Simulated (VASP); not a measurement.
Here is the system:

```
MoPt2
1.0
   -1.39242     1.98041     4.17894
    1.39242    -1.98041     4.17894
    1.39242     1.98041    -4.17894
Mo Pt
1 2
Direct
  0.00000   0.00000   0.00000
  0.66310   0.66310   0.00000
  0.33690   0.33690   0.00000
```

The numbers are results of PBE GGA, VASP's PBE PAW potentials (set 64) (plane waves; VASP), not measurements. Run with 400 eV cut-off, 15×15×15 Γ-centred mesh, tetrahedra with Blöchl corrections, potentials Mo_sv Pt.

The cores are frozen, which limits the accuracy of field gradients.

Give the principal components of the electric field gradient (V/Å²) and the asymmetry η at each nucleus.

```csv
atom,Vxx,Vyy,Vzz,η
Mo1,-12.1,-6.2,18.4,0.32
Pt2,-14.0,-9.5,23.5,0.19
Pt3,-14.0,-9.5,23.5,0.19
```

The compound is MoPt2 in the sg71 structure. It was relaxed first.
